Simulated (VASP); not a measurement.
An input for Quantum ESPRESSO's pw.x (written as the equivalent of a VASP run, and not itself run):

```
&CONTROL
  calculation = 'relax'
  pseudo_dir = './pseudo'
  outdir = './out'
  tprnfor = .true.
  tstress = .true.
  nstep = 40
  forc_conv_thr = 0.00039
/
&SYSTEM
  ibrav = 0
  nat = 2
  ntyp = 2
  ecutwfc = 84
  occupations = 'smearing'
  smearing = 'gaussian'
  degauss = 0.003675
  input_dft = 'pbe'
/
&ELECTRONS
  conv_thr = 7.3e-08
  electron_maxstep = 100
/
&IONS
/
ATOMIC_SPECIES
  In 114.818 In.upf
  As 74.922 As.upf
CELL_PARAMETERS angstrom
     0.0000000    3.0906000    3.0906000
     3.0906000    0.0000000    3.0906000
     3.0906000    3.0906000    0.0000000
ATOMIC_POSITIONS crystal
  In  -0.0113247  0.0113247  0.0275028
  As   0.2500000  0.2500000  0.2500000
K_POINTS automatic
  6 6 6 0 0 0
```

Q: Translate this input to VASP (INCAR, KPOINTS, POSCAR, choice of POTCAR).

A: This is not unique; one that fits is 
File KPOINTS:
```
Regular mesh
0
Gamma
  6 6 6
0 0 0
```

**INCAR**
```
LCHARG=F
EDIFFG=-0.01   # ionic stop
SYSTEM=InAs
SIGMA=0.05   # width (eV)
IBRION=2   # conjugate gradients
LWAVE=F
LASPH=T
ISIF=2   # forces and stress, cell fixed
NSW=40   # most ionic steps
ALGO=Normal   # blocked Davidson
EDIFF=1E-6   # SCF stop (eV)
LMAXMIX=4
LREAL=F   # projection in real space or not
ENCUT=400
GGA=PE
NELM=100   # most electronic steps
PREC=Accurate
ISMEAR=0   # Gaussian
```

**POSCAR**
```
InAs
1
    0.0000000000     3.0906000000     3.0906000000
    3.0906000000     0.0000000000     3.0906000000
    3.0906000000     3.0906000000     0.0000000000
In As
1 1
Direct
 -0.0113246619   0.0113246619   0.0275027503
  0.2500000000   0.2500000000   0.2500000000
```

POTCAR, in this order: In_d As (PBE.64 set). Program: vasp_std.

What does not carry over: the potentials are each code's own (VASP's PAW set, PseudoDojo norm-conserving files in pw.x), so ENCUT and ecutwfc are chosen apart and not converted; conv_thr bounds pw.x's estimated SCF error, while EDIFF bounds the energy change between steps; forc_conv_thr acts on force components and is met together with etot_conv_thr.

The compound is InAs in the zinc blende structure. In the starting cell atoms are displaced from their ideal sites. This run relaxes the ions in a fixed cell.
